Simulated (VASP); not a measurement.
Consider the following.

```
AlCo
1.0
    2.88941     0.00000     0.00000
    0.00000     2.88941     0.00000
    0.00000     0.00000     2.88941
Al Co
1 1
Direct
  0.50000   0.50000   0.50000
  0.00000   0.00000   0.00000
```

These are vdW-DF2, VASP's PBE PAW potentials (set 64) (plane waves; VASP) values and carry that method's errors. Run with 520 eV cut-off, Gaussian smearing of 0.050 eV, potentials Al Co.

Task: Estimate the band gap (along the path) with the smallest direct gap where there is one.

Result: 
| Item | Result |
|---|---|
| band gap (along the path) | none (metal, semimetal or under 0.01 eV) |

Total energies compare only between runs with the same potentials, cut-off and functional.

The compound is CoAl in the CsCl type structure. It was relaxed first. The run is not spin-polarised, so no magnetic state was tried.
